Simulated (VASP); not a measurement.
Data:

```
CELL_PARAMETERS angstrom
     -2.76925     2.85728     4.90229
      2.76925    -2.85728     4.90229
      2.76925     2.85728    -4.90229
ATOMIC_POSITIONS crystal
  Si 0.00000 0.75000 0.75000
  Si 0.00000 0.25000 0.25000
  S  0.68143 0.88461 0.79682
  S  0.08779 0.38461 0.70318
  S  0.91221 0.61539 0.29682
  S  0.31857 0.11539 0.20318
```

Level of theory: r2SCAN meta-GGA, VASP's PBE PAW potentials (set 64) (plane waves; VASP). Run with 400 eV cut-off, 6×6×6 Γ-centred mesh, tetrahedra with Blöchl corrections, potentials Si S.

The cores are frozen, which limits the accuracy of field gradients.

Question: Give the principal components of the electric field gradient (V/Å²) and the asymmetry η at each nucleus.

Answer: 
```csv
atom,Vxx,Vyy,Vzz,η
Si1,4.3,2.2,-6.6,0.32
Si2,4.3,2.2,-6.6,0.32
S3,101.4,20.5,-121.9,0.66
S4,101.4,20.5,-121.9,0.66
S5,101.4,20.5,-121.9,0.66
S6,101.4,20.5,-121.9,0.66
```

The compound is SiS2 in the sg72 structure. It was relaxed first.
